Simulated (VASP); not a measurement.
All values below come from PBE GGA with D4 dispersion, VASP's PBE PAW potentials (set 64) (plane waves; VASP 6.6.1).

Input for VASP

### INCAR
```
ALGO  =  Normal
EDIFF  =  1E-6
EDIFFG  =  -0.01
ENCUT  =  520
GGA  =  PE
IBRION  =  2
ISIF  =  3
ISMEAR  =  1
IVDW  =  13
LASPH  =  .TRUE.
LCHARG  =  .FALSE.
LMAXMIX  =  6
LREAL  =  .FALSE.
LWAVE  =  .FALSE.
NELM  =  100
NSW  =  60
PREC  =  Accurate
SIGMA  =  0.1
SYSTEM  =  Lu
```

KPOINTS:
```
Automatic mesh
0
Gamma
11 11 6
0 0 0
```

### POSCAR
```
Lu
1
    1.7500000000    -3.0310890000     0.0000000000
    1.7500000000     3.0310890000     0.0000000000
    0.0000000000     0.0000000000     5.5500000000
Lu
2
Direct
  0.3333330000   0.6666670000   0.2500000000
  0.6666670000   0.3333330000   0.7500000000
```

POTCAR, in this order: Lu_3 (PBE.64 set). Program: vasp_std.

Output of the run:

### OSZICAR
```
       N       E                     dE             d eps       ncg     rms          rms(c)
DAV:   1     0.451424106380E+02    0.45142E+02   -0.87908E+03  2912   0.150E+03
DAV:   2    -0.647825148930E+01   -0.51621E+02   -0.49888E+02  2865   0.727E+02
DAV:   3    -0.879295731397E+01   -0.23147E+01   -0.22210E+01  2983   0.637E+01
DAV:   4    -0.890975318668E+01   -0.11680E+00   -0.11070E+00  3097   0.104E+01
DAV:   5    -0.891342643729E+01   -0.36733E-02   -0.36664E-02  2874   0.180E+00    0.251E+01
DAV:   6    -0.890083646221E+01    0.12590E-01   -0.35386E-02  2784   0.427E+00    0.149E+01
DAV:   7    -0.890747398058E+01   -0.66375E-02   -0.65531E-02  2674   0.567E+00    0.377E-01
DAV:   8    -0.890735597618E+01    0.11800E-03   -0.45543E-03  2750   0.997E-01    0.107E-01
DAV:   9    -0.890736472642E+01   -0.87502E-05   -0.21128E-04  2864   0.237E-01    0.299E-02
DAV:  10    -0.890736030289E+01    0.44235E-05   -0.22543E-05  2843   0.767E-02    0.329E-02
DAV:  11    -0.890736072320E+01   -0.42031E-06   -0.73245E-07  1602   0.190E-02
   1 F= -.92685835E+01 E0= -.92695968E+01  d E =-.926858E+01
       N       E                     dE             d eps       ncg     rms          rms(c)
DAV:   1    -0.895386816778E+01   -0.46508E-01   -0.18559E+00  1892   0.395E+01    0.163E+00
DAV:   2    -0.892417353440E+01    0.29695E-01   -0.13188E-01  2589   0.580E+00    0.704E-01
DAV:   3    -0.890466439006E+01    0.19509E-01   -0.28124E-02  2554   0.381E+00    0.246E-01
DAV:   4    -0.890395634271E+01    0.70805E-03   -0.40777E-03  2709   0.117E+00    0.166E-01
DAV:   5    -0.890401456811E+01   -0.58225E-04   -0.32386E-04  2854   0.314E-01    0.149E-02
DAV:   6    -0.890400737066E+01    0.71974E-05   -0.27089E-05  2885   0.101E-01    0.665E-03
DAV:   7    -0.890400462195E+01    0.27487E-05   -0.14093E-06  1315   0.223E-02    0.154E-03
DAV:   8    -0.890400436893E+01    0.25302E-06   -0.35225E-07  1167   0.258E-02
   2 F= -.92759141E+01 E0= -.92769560E+01  d E =-.733064E-02
       N       E                     dE             d eps       ncg     rms          rms(c)
DAV:   1    -0.890550866747E+01   -0.15040E-02   -0.15407E-02  1948   0.357E+00    0.151E-01
DAV:   2    -0.890525752752E+01    0.25114E-03   -0.11055E-03  2542   0.542E-01    0.645E-02
DAV:   3    -0.890509448935E+01    0.16304E-03   -0.23922E-04  2567   0.353E-01    0.225E-02
DAV:   4    -0.890508709021E+01    0.73991E-05   -0.36492E-05  2679   0.112E-01    0.148E-02
DAV:   5    -0.890508651648E+01    0.57374E-06   -0.12767E-06  1224   0.288E-02
   3 F= -.92760056E+01 E0= -.92770709E+01  d E =-.742212E-02
       N       E                     dE             d eps       ncg     rms          rms(c)
DAV:   1    -0.890530113126E+01   -0.21404E-03   -0.61009E-04  1993   0.715E-01    0.303E-02
DAV:   2    -0.890529050063E+01    0.10631E-04   -0.41155E-05  2548   0.106E-01    0.129E-02
DAV:   3    -0.890528419244E+01    0.63082E-05   -0.10280E-05  2519   0.710E-02    0.438E-03
DAV:   4    -0.890528384645E+01    0.34600E-06   -0.68210E-07   992   0.224E-02
   4 F= -.92760020E+01 E0= -.92770712E+01  d E =-.741852E-02
       N       E                     dE             d eps       ncg     rms          rms(c)
DAV:   1    -0.890740155039E+01   -0.21174E-02   -0.42305E-02  2485   0.389E+00    0.210E-01
DAV:   2    -0.890674725970E+01    0.65429E-03   -0.15705E-03  2784   0.722E-01    0.928E-02
DAV:   3    -0.890641085462E+01    0.33641E-03   -0.39042E-04  3044   0.363E-01    0.374E-02
DAV:   4    -0.890639886916E+01    0.11985E-04   -0.67836E-05  2913   0.116E-01    0.232E-02
DAV:   5    -0.890639823897E+01    0.63019E-06   -0.41580E-06  1880   0.331E-02
   5 F= -.92763011E+01 E0= -.92773041E+01  d E =-.299084E-03
```

**OUTCAR**
```
------------------------ aborting loop because EDIFF is reached ----------------------------------------
  Edisp (eV):   -0.36990
  FORCE on cell =-STRESS in cart. coord.  units (eV):
  Direction    XX          YY          ZZ          XY          YZ          ZX
  --------------------------------------------------------------------------------------
  Total       0.01213     0.01213    -0.01529     0.00000     0.00000     0.00000
  in kB       0.33805     0.33805    -0.42613     0.00000     0.00000     0.00000
  external pressure =        0.08 kB  Pullay stress =        0.00 kB
  volume of cell :       57.49
      direct lattice vectors                 reciprocal lattice vectors
     1.745110208 -3.022619632 -0.000000000     0.286514856 -0.165419425  0.000000000
     1.745110208  3.022619632  0.000000000     0.286514856  0.165419425  0.000000000
     0.000000000  0.000000000  5.449735509     0.000000000 -0.000000000  0.183495144
 POSITION                                       TOTAL-FORCE (eV/Angst)
 -----------------------------------------------------------------------------------
      1.74511      1.00754      1.36243         0.000000      0.000000      0.000000
      1.74511     -1.00754      4.08730        -0.000000     -0.000000      0.000000
 -----------------------------------------------------------------------------------
    total drift:                                0.000001      0.000069     -0.000012
  FREE ENERGIE OF THE ION-ELECTRON SYSTEM (eV)
  ---------------------------------------------------
  free  energy   TOTEN  =        -9.2763010847 eV

  energy  without entropy=       -9.2793101830  energy(sigma->0) =       -9.27730412

 reached required accuracy - stopping structural energy minimisation
```
(Selected blocks of OUTCAR.)

CONTCAR:
```
Lu
   1.00000000000000
     1.7451102083452439   -3.0226196316825860   -0.0000000000000000
     1.7451102083452439    3.0226196316825860    0.0000000000000000
     0.0000000000000000    0.0000000000000000    5.4497355089176818
  Lu
     2
Direct
     0.3333330000000032    0.6666669999999968    0.2500000000000000
     0.6666669999999968    0.3333330000000032    0.7500000000000000
```

Energy and stress use the plane-wave basis of the starting cell.

The compound is Lu in the hcp structure. This run relaxes it. Symmetry was kept, so distortions that lower it aren't found.
